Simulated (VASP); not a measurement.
Level of theory: r2SCAN meta-GGA, VASP's PBE PAW potentials (set 64) (plane waves; VASP).

VASP ran on this input.

**KPOINTS**
```
Automatic mesh
0
Gamma
6 6 3
0 0 0
```

File POSCAR:
```
MgS
1
    4.0262600117     0.0000000000     0.0000000000
   -2.0131300058     3.4868430403     0.0000000000
    0.0000000000     0.0000000000     6.4035091489
Mg S
2 2
Direct
  0.6666670000   0.3333330000   0.4960862349
  0.3333330000   0.6666670000   0.9960862349
  0.3333330000   0.6666670000   0.3789037651
  0.6666670000   0.3333330000   0.8789037651
```

### INCAR
```
! general
SYSTEM  = MgS
PREC    = Accurate
ENCUT   = 400
LREAL   = F   ! projection in real space or not
LASPH   = T

! electronic loop
EDIFF   = 1E-6
NELM    = 100
ALGO    = Normal   ! blocked Davidson
LMIXTAU = T

! smearing
ISMEAR  = 0   ! Gaussian
SIGMA   = 0.05   ! width (eV)

! functional
METAGGA = R2SCAN

! ions
IBRION  = 2   ! conjugate gradients
NSW     = 60   ! most ionic steps
ISIF    = 3   ! ions, shape and volume
EDIFFG  = -0.02

! output
LWAVE   = F
LCHARG  = F
```

POTCAR, in this order: Mg S (PBE.64 set). Program: vasp_std.

Q: Estimate the energy per atom (σ→0), volume per atom, band gap (on the k-mesh).

A: 
| Property | Result |
|---|---|
| energy per atom (σ→0) | -7734 meV/atom |
| band gap (on the k-mesh) | 4.13 eV |
| volume per atom | 22.60 Å³/atom |

**OSZICAR**
```
...
DAV:   5    -0.309346047304E+02    0.45837E-04   -0.56721E-06   348   0.267E-02    0.243E-03
DAV:   6    -0.309346403249E+02   -0.35594E-04   -0.33519E-06   348   0.187E-02    0.100E-03
DAV:   7    -0.309346249588E+02    0.15366E-04   -0.31532E-07   200   0.603E-03    0.410E-04
DAV:   8    -0.309346304879E+02   -0.55290E-05   -0.36862E-08   176   0.220E-03    0.178E-04
DAV:   9    -0.309346219832E+02    0.85047E-05   -0.25780E-08   180   0.181E-03    0.149E-04
DAV:  10    -0.309346248552E+02   -0.28720E-05   -0.34451E-09   176   0.637E-04    0.980E-05
DAV:  11    -0.309346248428E+02    0.12450E-07   -0.42036E-10   180   0.221E-04
   4 F= -.30934625E+02 E0= -.30934625E+02  d E =-.158231E-03
```

The structure comes from a computed database's MgS entry (P6_3mc); how it stands against other phases isn't given here. This run relaxes it. Symmetry was kept, so distortions that lower it aren't found. The start is the result of an earlier pass.
